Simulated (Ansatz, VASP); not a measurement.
## Two plane-wave programs on Ti7W

```
Ti W
1.0
    -3.22575    3.22575    3.22575
     3.22575   -3.22575    3.22575
     3.22575    3.22575   -3.22575
Ti W
7 1
Direct
  0.00000 0.50000 0.50000
  0.50000 0.50000 0.00000
  0.50000 0.00000 0.50000
  0.00000 0.00000 0.50000
  0.00000 0.50000 0.00000
  0.50000 0.00000 0.00000
  0.50000 0.50000 0.50000
  0.00000 0.00000 0.00000
```

Change from the starting cell: species swapped into the Fe7Co type (Im-3m, No. 229).

Alike in both runs: functional PBE; k mesh 4 × 4 × 4; occupations gaussian, width 0.1 eV; no spin polarisation.

Ansatz relaxed the structure, and its values are those at the end. VASP's run is a single point on that final structure, the one shown.

```csv
,VASP,Ansatz
version,VASP 6.6.1,Ansatz 0.2.0
potentials or method,"VASP PAW PBE potentials, release 64 (Ti_sv, W_sv)","scalar-relativistic, plane waves, PAW"
plane-wave cutoff (eV),520,420
valence electrons in the cell,98,98
```

```tsv
	VASP	Ansatz	Ansatz less VASP
gap on the k mesh at the Fermi level (eV)	none	none	-
pressure (GPa)	-0.2	0.1	+0.23
```

A gap of «none» marks a metal or a gap that the smearing closes.

Spin-orbit coupling is left out, which matters for the levels of W.
